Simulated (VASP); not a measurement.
Level of theory: LDA (Ceperley-Alder, Perdew-Zunger), VASP's LDA PAW potentials (set 64) (plane waves; VASP).

A VASP calculation is set up with these files.

### INCAR
```
SYSTEM=Mg
PREC=Accurate; ENCUT=520; LREAL=F
LASPH=T
EDIFF=1E-7; NELM=100; ALGO=Normal
ISMEAR=1; SIGMA=0.1
IBRION=2; NSW=30; ISIF=4
EDIFFG=-0.01
LWAVE=F; LCHARG=F
```

POSCAR:
```
Mg
1.0
  1.5719740124  -2.7227392831   0.0000000000
  1.5719740124   2.7227392831   0.0000000000
  0.0000000000   0.0000000000   5.0052750909
Mg
2
Cart
  1.5719740124   0.9075815762   1.2513187727
  1.5719740124  -0.9075815762   3.7539563182
```

File KPOINTS:
```
Automatic mesh
0
Gamma
13 13 7
0 0 0
```

POTCAR, in this order: Mg (LDA.64 set). Program: vasp_std.

What does the run give for the energy per atom (σ→0), band gap (on the k-mesh)?

- energy per atom (σ→0): -1.805 eV/atom
- band gap (on the k-mesh): none (metal, semimetal or under 0.01 eV)

**OSZICAR**
```
...
DAV:   4    -0.361057423051E+01   -0.49356E-08   -0.47804E-08   918   0.175E-03
   2 F= -.36105742E+01 E0= -.36099230E+01  d E =-.923666E-03
       N       E                     dE             d eps       ncg     rms          rms(c)
DAV:   1    -0.361115444158E+01   -0.58022E-03   -0.58316E-03  1392   0.422E-01    0.246E-02
DAV:   2    -0.361114918749E+01    0.52541E-05   -0.33017E-05  1158   0.427E-02    0.153E-02
DAV:   3    -0.361114404175E+01    0.51457E-05   -0.72156E-06  1290   0.119E-02    0.316E-04
DAV:   4    -0.361114405306E+01   -0.11314E-07   -0.10558E-07   978   0.260E-03
   3 F= -.36111441E+01 E0= -.36107664E+01  d E =-.149349E-02
```

The compound is Mg in the hcp structure. This run relaxes it. Symmetry was kept, so distortions that lower it aren't found.
